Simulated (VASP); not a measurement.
Energy against volume of CoAl (CsCl type). All values below come from optB86b-vdW, VASP's PBE PAW potentials (set 64) (plane waves; VASP).

```csv
V (Å³/atom),E (eV/atom)
10.716,-4.17658
11.058,-4.19689
11.400,-4.20317
11.742,-4.19751
12.084,-4.18166
```

Question: Fit a third-order Birch-Murnaghan equation of state.

Answer: 
| Property | Value |
|---|---|
| volume per atom | 11.40 Å^3/atom |
| bulk modulus | 186 GPa |
| pressure derivative of the bulk modulus | 4.34 |
| lattice constant a | 2.836 Å |

Measured: bulk modulus 162 GPa (computed value off by +14.9 %), a 2.861 Å (computed value off by -0.9 %), as given by Yamada et al., (2019), arXiv:1910.09660. The calculation is for a static lattice, while the measured bulk modulus, a hold thermal and zero-point effects, which are part of the difference.

The compound is CoAl in the CsCl type structure. It was relaxed first. The run is not spin-polarised, so no magnetic state was tried.
